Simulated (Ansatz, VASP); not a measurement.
**Al (Al(100)) in two plane-wave programs**

Wanted: the spread between two codes on one cell, functional and k mesh. Of the first pair: The structure shown is the start of the Ansatz relaxation below; VASP solves that cell, so the two are compared at the walk's first step.

Program: Ansatz 0.2.0. Level of theory: plane waves, with VASP 6.6.1 beside it; PBE with D3(BJ) and PBE. Results are calculated unless marked as measured.

## (1) Set-up

The cell holds 8 atoms: 8 Al. Cell: a = 2.816 Å, b = 2.816 Å, c = 29.938 Å, α = 90.0°, β = 90.0°, γ = 90.0°. Vacuum lies along c.

## (2) Ansatz: relaxation, PBE with D3(BJ)

Ansatz runs on its default PAW (the set named soft_2) files.

The two programs are compared at the cell with which this relaxation starts, whose forces are those of its first step.

Contents of input.yaml:

```yaml
crystal:
  lattice:
    - [2.8159587629, 0.0, 0.0]
    - [0.0, 2.8159587629, 0.0]
    - [0.0, 0.0, 29.9382847577]
  atoms:
    - { symbol: Al, position: [0.0, 0.0, 0.2672163775] }
    - { symbol: Al, position: [0.5, 0.5, 0.3337259839] }
    - { symbol: Al, position: [0.0, 0.0, 0.4002355904] }
    - { symbol: Al, position: [0.5, 0.5, 0.4667451968] }
    - { symbol: Al, position: [0.0, 0.0, 0.5332548032] }
    - { symbol: Al, position: [0.5, 0.5, 0.5997644096] }
    - { symbol: Al, position: [0.0, 0.0, 0.6662740161] }
    - { symbol: Al, position: [0.5, 0.5, 0.7327836225] }
hamiltonian:
  xc: pbe
  dispersion: d3bj
kpoints:
  mp_grid: { grid: [12, 12, 1] }
scf:
  occupations: { method: methfessel_paxton, width: 0.1 }
  convergence: { dr2_threshold: 1.0e-09 }
efield:
  axis: 3
  dipole_correction: true
relax:
  f_tol: 0.01
  max_steps: 40
  constraints: [{ sites: [3, 4] }]
output:
  write_potential: true
  write_density: true
  volumetric_format: npy
```

Launch:

```bash
$ ansatz run input.yaml --threads 2 --pin off --max-ram 4096MiB --backend cpu --events-out ev --progress --plain --runs-dir out
```

Numbers of over 12 decimals in the logs are rounded to 6 here.

Log:

```text
Engine: ansatz 0.2.0, aarch64-unknown-linux-gnu
Pseudopotentials: kind: paw
Pseudopotential: Al, paw, valence charge 3, recommended cutoff 420 eV (normal), Al.paw.azcp
Functional definition: PBE
  parameter kappa = 0.804
  parameter beta = 0.066725
  exchange = pbe_x(kappa = kappa, mu = beta*pi^2/3)
  correlation = pbe_c(beta = beta)
Crystal: 8 atoms, lattice volume = 237.399 Å³
Basis set: ecut = 420 eV, 4713 PW (Γ), exchange–correlation on 40×40×432 points (8 copies of the dense FFT grid, shifted against one another)
Bands: 20, of which v1, the nominal top of the filled ones, is band 12 counted from 1 (11 counted from 0)
Symmetry: 8 space group operations
k-points: 28 of 144
Non-local potential: Al, projectors of the file, l = 0: 2, l = 1: 2, l = 2: 1
PAW form: soft (Blöchl's): semilocal exchange-correlation on the pseudo side does not see the compensation charge
PAW one-centre angular grid: Al, 110 points (default); XC on 64 Gauss nodes
Initial density: superposition of atomic densities (neutral atoms: chi_scale 0, normalization atom), corrected by the library's trained network
Initial wavefunctions: pseudopotential atomic-orbital guess
Functional: x = pbe(κ = 0.804, μ = 0.219515), c = pbe(β = 0.066725)
SCF iter   1: F=—  HF=-4301.461743 eV  |F-HF|=—  |Δ(HF+E_count)|=         —  Δρ=1.76e-3  dr2=2.39e-1  ethr=1.77e-3  p=0.000 e·Å  D=3.39e-14 V/Å  ΔV_dip=-0.00 eV  dr2_dipole=8.61e-10  V_vac-E_F(+/−)=4.19/4.19 eV  ⟨swp⟩=8.7  Hψ=3976  notcnv=0
efield: sawtooth ramp at fractional position 0.9500 (placed from the atoms, in the widest stretch of the axis that holds none; the zero of the levels goes with the place), width 0.1000; the density the first Hamiltonian is built on has a dipole p = 0.000 e·Å; the dipole correction subtracts the counter field D = 3.39e-14 V/Å, which shifts the + side's vacuum level by -0.00 eV against the − side's; the planar-averaged density in the ramp window peaks in size at 9.8e-5 e/Å³
preconditioner: auto → LDOS  [metal: Δε(μ)=0.027 eV  Ē_g=6.801 eV  σ=0.100 eV  W_gap=0.22  n_scr=16 (ndim 8)  ℏωp=11.8 eV  f_vac=0.380  D(μ)=3.54/eV (n_scr^D=14)  β→1.0]
SCF iter   2: F=—  HF=-4301.452716 eV  |F-HF|=—  |Δ(HF+E_count)|=   9.03e-3  S|Δr|=    0.00e0  Δρ=6.08e-4  dr2=3.91e-3  ethr=9.97e-4  p=-0.000 e·Å  D=-2.72e-5 V/Å  ΔV_dip=0.00 eV  dr2_dipole=8.64e-8  V_vac-E_F(+/−)=4.28/4.28 eV  ⟨swp⟩=1.3  Hψ=802  notcnv=0  defer=18
SCF iter   3: F=—  HF=-4301.452716 eV  |F-HF|=—  |Δ(HF+E_count)|=   4.89e-7  S|Δr|=    0.00e0  Δρ=1.72e-4  dr2=9.65e-4  ethr=1.63e-5  p=-0.000 e·Å  D=-5.88e-6 V/Å  ΔV_dip=0.00 eV  dr2_dipole=1.25e-8  V_vac-E_F(+/−)=4.26/4.26 eV  ⟨swp⟩=2.5  Hψ=816  notcnv=0  defer=18
SCF iter   4: F=—  HF=-4301.452715 eV  |F-HF|=—  |Δ(HF+E_count)|=   1.14e-6  S|Δr|=    0.00e0  Δρ=4.75e-5  dr2=5.33e-5  ethr=4.02e-6  p=-0.000 e·Å  D=-1.21e-6 V/Å  ΔV_dip=0.00 eV  dr2_dipole=2.63e-10  V_vac-E_F(+/−)=4.26/4.26 eV  ⟨swp⟩=1.4  Hψ=564  notcnv=0  defer=18
SCF iter   5: F=—  HF=-4301.453173 eV  |F-HF|=—  |Δ(HF+E_count)|=   4.58e-4  S|Δr|=    0.00e0  Δρ=1.27e-5  dr2=1.21e-6  ethr=2.22e-7  p=0.000 e·Å  D=9.10e-9 V/Å  ΔV_dip=-0.00 eV  dr2_dipole=1.67e-10  V_vac-E_F(+/−)=4.26/4.26 eV  ⟨swp⟩=2.1  Hψ=702  notcnv=0  defer=18
SCF iter   6: F=—  HF=-4301.453181 eV  |F-HF|=—  |Δ(HF+E_count)|=   8.20e-6  S|Δr|=    0.00e0  Δρ=3.48e-6  dr2=1.44e-7  ethr=5.06e-9  p=-0.000 e·Å  D=-7.78e-8 V/Å  ΔV_dip=0.00 eV  dr2_dipole=8.15e-12  V_vac-E_F(+/−)=4.26/4.26 eV  ⟨swp⟩=2.5  Hψ=892  notcnv=0  defer=18
SCF iter   7: F=—  HF=-4301.453181 eV  |F-HF|=—  |Δ(HF+E_count)|=   5.24e-8  S|Δr|=    0.00e0  Δρ=8.20e-7  dr2=3.55e-9  ethr=6.01e-10  p=-0.000 e·Å  D=-2.47e-8 V/Å  ΔV_dip=0.00 eV  dr2_dipole=1.81e-12  V_vac-E_F(+/−)=4.26/4.26 eV  ⟨swp⟩=2.1  Hψ=768  notcnv=0  defer=18
SCF iter   8: F=-4301.453181 eV  HF=-4301.453181 eV  |F-HF|=3.71e-10  |Δ(HF+E_count)|=   1.14e-8  S|Δr|=    0.00e0  Δρ=1.92e-7  dr2=2.10e-10  ethr=4.17e-12  p=-0.000 e·Å  D=-9.77e-9 V/Å  ΔV_dip=0.00 eV  dr2_dipole=2.49e-13  V_vac-E_F(+/−)=4.26/4.26 eV  ⟨swp⟩=8.6  Hψ=3160  notcnv=0
SCF 1 converged in 8 iterations: F = -4301.453181 eV  dr2 = 2.10e-10
  greatest PAW one-centre occupation: 0.477 electrons in one spin orbital (limit 2), on the Al atom at site 7 (counted from 0), in its partial waves of l = 0
relax step   1: F+E_penalty+E_count = -4301.45318094 eV  Δ(F+E_penalty+E_count) = +0.000e0 eV  max|allowed force component| = 1.205e-1 eV/Å  Δτ_max = 0.0000 Å  (8 SCF iters, accepted)
[...]
relax step   2: F+E_penalty+E_count = -4301.45952935 eV  Δ(F+E_penalty+E_count) = -6.348e-3 eV  max|allowed force component| = 7.371e-3 eV/Å  Δτ_max = 0.0307 Å  (8 SCF iters, accepted)
[...]
relax step   3: F+E_penalty+E_count = -4301.45967320 eV  Δ(F+E_penalty+E_count) = -1.438e-4 eV  max|allowed force component| = 2.642e-3 eV/Å  Δτ_max = 0.0104 Å  (7 SCF iters, accepted)
NSCF: frozen V_eff on 28 k-points
the search or the solves at the SCF's close seem to have found levels that the self-consistency loop had missed (the run counts 1). By its estimate they hold under 1e-12 electrons; where the run keeps them, the occupations were computed again with them
SCF converged after 7 iterations
Stability not checked: this state was not tested for a lower state beside it, because cold or Methfessel-Paxton smearing, or corrected tetrahedra, fill the levels in a way that the test cannot read (fill_not_monotonic; see scf.lower_state_search)
Free energy (F): -4301.459673 eV
Harris-Foulkes:  -4301.459673 eV  (|F-HF|=5.55e-11)
Internal energy: -4301.455090 eV  (E = F + TS)
E sigma→0 (E₀):  -4301.458527 eV
Entropy (-TS):   -0.004584 eV (-0.573 meV/atom)
Fermi energy:    2.514795 eV
Dipole field:    D = -0.000000 V/Å  (p = -0.000000 e·Å, saw-weighted, corrected)
Work function:   Φ+ = 4.2454 eV   Φ− = 4.2454 eV
Levels:          The Fermi level and band energies are counted from a zero that moves with the ramp; work functions are not
--- Per-component energies (eV) ---
  E_band       = -43.120302
  E_kinetic    = 181.785732
  E_local      = -7048.676987  (includes V_loc(G=0)·N_el)
  E_nonlocal   = 83.821628
  E_hartree    = 3499.983597
  E_xc         = -316.981541
  E_vxc        = -230.383014  (∫ρ·V_xc dr)
  E_paw        = -3739.083218  (= ΣΔE_a)
  E_vpaw       = -29.635163  (= ΣTr[D̂ρ^β])
  E_aug_tail   = -0.000017  (compensation charges beyond the density's cutoff)
  E_efield     = 0.000000  (sawtooth field / dipole correction)
  E_vefield    = 0.000000  (∫n·V_field dr)
  E_ewald      = 3040.092511
  E_disp       = -2.396795  (pairwise vdW)
  E_smearing   = -0.004584  (= −TS)
  E_closure    = 0.000000  (closes the sum)
  Σ components = -4301.459673   (vs F -4301.459673, Δ=0.00e0)
--- Forces (eV/Å), atoms counted from 1 ---
  atom   1  Al    -0.00000000     0.00000000    -0.00172146
  atom   2  Al    -0.00000000    -0.00000000    -0.00264183
  atom   3  Al     0.00000000     0.00000000     0.00075162
  atom   4  Al     0.00000000     0.00000000     0.02604663
  atom   5  Al    -0.00000000    -0.00000000    -0.02604667
  atom   6  Al    -0.00000000     0.00000000    -0.00075161
  atom   7  Al     0.00000000     0.00000000     0.00264190
  atom   8  Al     0.00000000     0.00000000     0.00172145
  max |Σ_I F_I| component: 3.42e-8 eV/Å
--- Band table (eV; the first three rows and the last of 28) ---
  k-point 0: bands = [... 8 lower, 0.1000, 2.5621, 4.3265, 5.7777, 6.4664, 7.3908, 7.4868, 7.9074, ... 4 higher]
  k-point 1: bands = [... 8 lower, 0.2195, 2.6793, 4.4383, 5.8730, 5.9801, 6.3623, 6.6148, 6.9753, ... 4 higher]
  k-point 2: bands = [... 8 lower, 0.5776, 2.9534, 3.7165, 3.9538, 4.6276, 4.8850, 5.4732, 6.2837, ... 4 higher]
  k-point 27: bands = [... 8 lower, 1.4875, 1.4875, 1.4977, 1.4977, 2.0846, 2.0846, 2.5446, 2.5446, ... 4 higher]
--- Relaxed structure (3 steps of the walk, 3 accepted, 0 SCFs on fresh bases) ---
  F+E_penalty+E_count = -4301.45967320 eV   max|allowed force component| = 2.642e-3 eV/Å
  atoms:
    - { symbol: Al, position: [-2.836210452469988e-18, 0, 0.265843] }
    - { symbol: Al, position: [0.500000, 0.500000, 0.334011] }
    - { symbol: Al, position: [1.0471553939120066e-18, 0, 0.400743] }
    - { symbol: Al, position: [0.500000, 0.500000, 0.466745] }
    - { symbol: Al, position: [0.0, 0.0, 0.5332548032] }
    - { symbol: Al, position: [0.500000, 0.500000, 0.599257] }
    - { symbol: Al, position: [-5.889269282792479e-19, 0, 0.665989] }
    - { symbol: Al, position: [0.500000, 0.500000, 0.734157] }
```

The column dr2 measures how far the density is from self-consistency, as an energy; F and HF (Harris–Foulkes) agree once it is small.

## (3) VASP: single point, PBE with D3(BJ), start cell, pair 1

The same cell, functional, mesh and smearing now go to VASP, with its own data sets.

Lines of VASP's logs that name or quote its potential files are left out, and so is its time.

Contents of INCAR:

```
SYSTEM = Al
PREC = Accurate
ENCUT = 400
EDIFF = 1E-06
NELM = 120
ISMEAR = 1
SIGMA = 0.1
LREAL = .FALSE.
ALGO = Normal
GGA = PE
IVDW = 12
NBANDS = 20
LORBIT = 11
LWAVE = .FALSE.
LCHARG = .FALSE.
ISIF = 2
LDIPOL = .TRUE.
IDIPOL = 3
DIPOL = 0.5 0.5 0.5
LVHAR = .TRUE.
LASPH = .TRUE.
GGA_COMPAT = .FALSE.
NELMDL = -8
KPAR = 2
```

Contents of POSCAR:

```
Al
1.0
    2.8159587629      0.0000000000      0.0000000000
    0.0000000000      2.8159587629      0.0000000000
    0.0000000000      0.0000000000     29.9382847577
Al
8
Direct
    1.0000000000      0.0000000000      0.2672163734
    0.5000000000      0.5000000000      0.3337259953
    1.0000000000      0.0000000000      0.4002355838
    0.5000000000      0.5000000000      0.4667452058
    1.0000000000      0.0000000000      0.5332547942
    0.5000000000      0.5000000000      0.5997644162
    1.0000000000      0.0000000000      0.6662740046
    0.5000000000      0.5000000000      0.7327836266
```

Contents of KPOINTS:

```
Automatic mesh
0
Gamma
12 12 1
0 0 0
```

The projector-augmented-wave data sets are Al (PBE family, release 64).

Launch:

```bash
$ mpirun -np 2 vasp_std
```

Log:

```text
[banner, memory and clock lines left out]
running    2 mpi-ranks, on    1 nodes
 distrk:  each k-point on    1 cores,    2 groups
 distr:  one band on    1 cores,    1 groups

 POSCAR found type information on POSCAR Al
 POSCAR found :  1 types and       8 ions
 LDA part: xc-table for (Slater+PW92), standard interpolation
 POSCAR, INCAR and KPOINTS ok, starting setup
 FFT: planning ... GRIDC
 FFT: planning ... GRID_SOFT
 FFT: planning ... GRID
 WAVECAR not read
 entering main loop
       N       E                     dE             d eps       ncg     rms          rms(c)
DAV:   1     0.512746911153E+02    0.51275E+02   -0.70154E+03  1128   0.729E+02
DAV:   2    -0.261902196913E+02   -0.77465E+02   -0.74492E+02  1504   0.132E+02
DAV:   3    -0.298530713534E+02   -0.36629E+01   -0.35574E+01  1476   0.274E+01
DAV:   4    -0.300056408962E+02   -0.15257E+00   -0.15143E+00  1840   0.662E+00
DAV:   5    -0.300088705299E+02   -0.32296E-02   -0.32250E-02  1664   0.867E-01
DAV:   6    -0.300090167150E+02   -0.14619E-03   -0.14617E-03  1852   0.167E-01
DAV:   7    -0.300090197452E+02   -0.30302E-05   -0.30302E-05  1664   0.237E-02
DAV:   8    -0.300090198913E+02   -0.14611E-06   -0.14596E-06  1376   0.466E-03    0.419E+00
DAV:   9    -0.309667280914E+02   -0.95771E+00   -0.22662E+01  1484   0.147E+01    0.393E+00
DAV:  10    -0.291234030706E+02    0.18433E+01   -0.15770E+01  1348   0.135E+01    0.208E+00
DAV:  11    -0.290447337705E+02    0.78669E-01   -0.12716E+00  1324   0.384E+00    0.809E-01
DAV:  12    -0.290017690753E+02    0.42965E-01   -0.13085E-01  1376   0.172E+00    0.309E-01
DAV:  13    -0.290006270697E+02    0.11420E-02   -0.11720E-02  1468   0.538E-01    0.247E-01
DAV:  14    -0.289993256382E+02    0.13014E-02   -0.12362E-03  1440   0.172E-01    0.133E-01
[...]
DAV:  19    -0.289981640357E+02   -0.90972E-04   -0.13891E-05  1208   0.145E-02    0.603E-03
DAV:  20    -0.289981974541E+02   -0.33418E-04   -0.91511E-06  1220   0.102E-02    0.418E-03
DAV:  21    -0.289982182227E+02   -0.20769E-04   -0.12944E-05  1152   0.799E-03    0.219E-03
DAV:  22    -0.289982701238E+02   -0.51901E-04   -0.31845E-06  1040   0.499E-03    0.188E-03
DAV:  23    -0.289983180025E+02   -0.47879E-04   -0.47735E-06  1052   0.493E-03    0.121E-03
DAV:  24    -0.289983225861E+02   -0.45836E-05   -0.12612E-07   916   0.135E-03    0.776E-04
DAV:  25    -0.289983288902E+02   -0.63040E-05   -0.48046E-07   896   0.144E-03    0.359E-04
DAV:  26    -0.289983291464E+02   -0.25625E-06   -0.13076E-08   848   0.529E-04
   1 F= -.31400911E+02 E0= -.31400112E+02  d E =-.239620E-02
```

Parts of OUTCAR (step 3):

```text
ion  position               nearest neighbor table
   1  0.000  0.000  0.267-   2 2.82   2 2.82   2 2.82   2 2.82
   2  0.500  0.500  0.334-   3 2.82   3 2.82   3 2.82   3 2.82   1 2.82   1 2.82   1 2.82   1 2.82

  LATTYP: Found a simple tetragonal cell.
 ALAT       =     2.8159587629
 C/A-ratio  =    10.6316488551

 Subroutine GETGRP returns: Found 16 space group operations
 (whereof  8 operations were pure point group operations)

The static configuration has the point symmetry C_4v.
 The point group associated with its full space group is D_4h.

 Found     28 irreducible k-points:

   k-points           NKPTS =     28   k-points in BZ     NKDIM =     28   number of bands    NBANDS=     20

   dimension x,y,z NGX =    18 NGY =   18 NGZ =  196
   dimension x,y,z NGXF=    36 NGYF=   36 NGZF=  392

   ENCUT  =  400.0 eV  29.40 Ry    5.42 a.u.   4.59  4.59 48.82*2*pi/ulx,y,z

   NELECT =      24.0000    total number of electrons

 k-points in reciprocal lattice and weights: Automatic mesh
   0.00000000  0.00000000  0.00000000       0.007
   0.08333333  0.00000000  0.00000000       0.028
   0.16666667  0.00000000  0.00000000       0.028
   0.25000000  0.00000000  0.00000000       0.028
   0.33333333  0.00000000  0.00000000       0.028
   0.41666667  0.00000000  0.00000000       0.028
   0.50000000  0.00000000  0.00000000       0.014
   0.08333333  0.08333333  0.00000000       0.028
   0.16666667  0.08333333  0.00000000       0.056
[...]
0.50000000  0.41666667  0.00000000       0.028
   0.50000000  0.50000000  0.00000000       0.007

 dipolmoment           0.000000      0.000000      0.000000 electrons x Angstroem

 average (electrostatic) potential at core
       1 -77.9888       2 -77.9942       3 -77.9676       4 -77.9919       5 -77.9919
       6 -77.9676       7 -77.9942       8 -77.9888

 E-fermi :   2.5259

 k-point     1 :       0.0000    0.0000    0.0000
  band No.  band energies     occupation
    ...
      5      -5.6202      2.00000
      6      -4.2709      2.00000
      7      -2.7221      2.00000
      8      -0.9214      2.00000
      9       0.1616      2.00000
     10       2.6292     -0.05644
     11       4.4287     -0.00000
     12       5.8546      0.00000
     13       6.5181      0.00000
     14       7.4726      0.00000
    ...

 k-point     2 :       0.0833    0.0000    0.0000
  band No.  band energies     occupation
    ...
      5      -5.4933      2.00000
      6      -4.1450      2.00000
      7      -2.5973      2.00000
      8      -0.7973      2.00000
      9       0.2812      2.00000
     10       2.7463     -0.00786
     11       4.5385      0.00000
     12       5.9513      0.00000
     13       6.0188      0.00000
     14       6.3663      0.00000
    ...

 k-point     3 :       0.1667    0.0000    0.0000
  band No.  band energies     occupation
    ...
      5      -5.1133      2.00000
      6      -3.7681      2.00000
      7      -2.2241      2.00000
      8      -0.4271      2.00000
      9       0.6396      2.00000
     10       3.0157     -0.00000
     11       3.7575     -0.00000
     12       3.9473     -0.00000
     13       4.5943      0.00000
     14       4.9856      0.00000
    ...

 Edisp (eV)   -2.40258

  Total      -0.85496    -0.85496     0.20293     0.00000     0.00000    -0.00000
  in kB      -5.76999    -5.76999     1.36953     0.00000     0.00000    -0.00000
  external pressure =       -3.39 kB  Pullay stress =        0.00 kB

  energy-cutoff  :      400.00
  volume of cell :      237.40
      direct lattice vectors                 reciprocal lattice vectors
     2.815958763  0.000000000  0.000000000     0.355118837  0.000000000  0.000000000
     0.000000000  2.815958763  0.000000000     0.000000000  0.355118837  0.000000000
     0.000000000  0.000000000 29.938284758     0.000000000  0.000000000  0.033402047

 POSITION                                       TOTAL-FORCE (eV/Angst)
 -----------------------------------------------------------------------------------
      0.00000      0.00000      8.00000         0.000000     -0.000000     -0.119951
      1.40798      1.40798      9.99118         0.000000     -0.000000      0.114342
      0.00000      0.00000     11.98237         0.000000     -0.000000      0.051264
      1.40798      1.40798     13.97355         0.000000      0.000000     -0.004002
      0.00000      0.00000     15.96473        -0.000000      0.000000      0.004002
      1.40798      1.40798     17.95592         0.000000      0.000000     -0.051264
      0.00000      0.00000     19.94710         0.000000      0.000000     -0.114342
      1.40798      1.40798     21.93828         0.000000      0.000000      0.119951
 -----------------------------------------------------------------------------------
    total drift:                               -0.000000      0.000000      0.000000

  FREE ENERGIE OF THE ION-ELECTRON SYSTEM (eV)
  ---------------------------------------------------
  free  energy   TOTEN  =       -31.4009107230 eV

  energy  without entropy=      -31.3985145241  energy(sigma->0) =      -31.40011199

 vacuum level on the upper side and lower side of the slab         6.787         6.787

 total charge
# of ion       s       p       d       tot
------------------------------------------
    1        0.466   0.308   0.000   0.775
    2        0.425   0.358   0.000   0.782
    3        0.427   0.356   0.000   0.784
    4        0.426   0.358   0.000   0.784
    5        0.426   0.358   0.000   0.784
    6        0.427   0.356   0.000   0.784
    7        0.425   0.358   0.000   0.782
    8        0.466   0.308   0.000   0.775
--------------------------------------------------
tot          3.489   2.761   0.000   6.250

[... 3 further parts left out ...]
```

Dispersion corrections of this kind ignore metallic screening and tend to overbind metals.

## (4) Differences

Known differences besides the potentials themselves: the cutoff is 420 eV in Ansatz and 400 eV in VASP. Total energies have different zeros and are not compared.

Forces (eV/Å; atoms numbered as in POSCAR):

```tsv
atom	Ansatz x, y, z	VASP x, y, z
Al1	0.000, 0.000, -0.120	0.000, 0.000, -0.120
Al2	0.000, 0.000, 0.114	0.000, 0.000, 0.114
Al3	0.000, 0.000, 0.050	0.000, 0.000, 0.051
Al4	0.000, 0.000, -0.004	0.000, 0.000, -0.004
Al5	0.000, 0.000, 0.004	0.000, 0.000, 0.004
Al6	0.000, 0.000, -0.050	0.000, 0.000, -0.051
Al7	0.000, 0.000, -0.114	0.000, 0.000, -0.114
Al8	0.000, 0.000, 0.120	0.000, 0.000, 0.120
```

The forces differ by 0.3 meV/Å r.m.s., which is 0.7 % of the r.m.s. force of 0.050 eV/Å (both taken over all components). Where the cell holds vacuum, a pressure given here is an average over it and none of the material.

## (5) Ansatz: relaxation, PBE with D3(BJ)

This run makes the geometry at which the two programs are then compared.

The structure compared here is the end of the Ansatz relaxation.

This is the run of step 2 again, met here at its other cell.

(Continued in part 2 of 2.)

[Lines on the potential files, build, host, timing and source positions are cut from VASP's logs without a mark.]

[Logs are printed without paths, hosts, clocks, repeated set-up lines and the standing remarks that a program may print on its own settings, such as how far it seeks lower states.]

[Hosts, paths, dates, database ids (printed as entryN), source tags and the programs' standing remarks are cut or masked in the printed files.]
